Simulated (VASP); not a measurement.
```yaml
crystal:
  lattice:
    - [4.42811, 0.00000, 0.00000]
    - [0.00000, 4.42811, 0.00000]
    - [0.00000, 0.00000, 2.98203]
  atoms:
    - { symbol: Mg, position: [0.00000, 0.00000, 0.00000] }
    - { symbol: Mg, position: [0.50000, 0.50000, 0.50000] }
    - { symbol: H, position: [0.30391, 0.30391, 0.00000] }
    - { symbol: H, position: [0.80391, 0.19609, 0.50000] }
    - { symbol: H, position: [0.19609, 0.80391, 0.50000] }
    - { symbol: H, position: [0.69609, 0.69609, 0.00000] }
```

Method: PBE GGA with D3 dispersion (Becke-Johnson damping), VASP's PBE PAW potentials (set 64) (plane waves; VASP). Numerical set-up: 520 eV cut-off, Gaussian smearing of 0.050 eV, potentials Mg H.

**Question.** Give the energies of bands 1 to 7 at the high-symmetry points, in eV from the valence-band maximum.

**Answer.** 
```csv
band,Γ,X,M,Z,R,A
1,-6.70,-5.02,-3.88,-3.19,-2.40,-1.98
2,-1.51,-5.02,-3.88,-3.19,-2.40,-1.98
3,-1.51,-0.53,-2.88,-0.12,-1.19,-1.05
4,-0.42,-0.53,-2.88,-0.12,-1.19,-1.05
5,4.67,5.45,9.29,6.57,5.25,3.94
6,5.20,5.45,9.29,6.57,5.25,3.94
7,9.45,10.29,9.41,6.88,6.93,4.12
```

The gap is indirect, 3.75 eV, from the valence maximum at M-Γ at 0.67 to the conduction minimum at A-Z at 0.22.

The compound is MgH2 in the rutile structure. It was relaxed first, which changed the volume by -5 %.
